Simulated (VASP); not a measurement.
Energy against volume of LiH (rock salt). Level of theory: AM05 GGA, VASP's PBE PAW potentials (set 64) (plane waves; VASP). Numerical set-up: 520 eV cut-off, 11×11×11 Γ-centred mesh, Gaussian smearing of 0.050 eV, potentials Li_sv H.

```csv
V (Å³/atom),E (eV/atom)
7.756,-2.98456
7.996,-2.98574
8.235,-2.98534
8.475,-2.98351
```

Fit these four points and predict the energy of the run at 7.516 Å³/atom.

A cubic in V^(−2/3), the third-order Birch-Murnaghan form, passes through the four points with V0 = 8.05 Å³/atom and B0 = 35 GPa, and gives -2.9816 eV/atom there. The run gave -2.9815 eV/atom, +0.1 meV/atom from the fit; all five points give B0 = 35 GPa.

The compound is LiH in the rock salt structure. It was relaxed first, which changed the volume by -5 %.
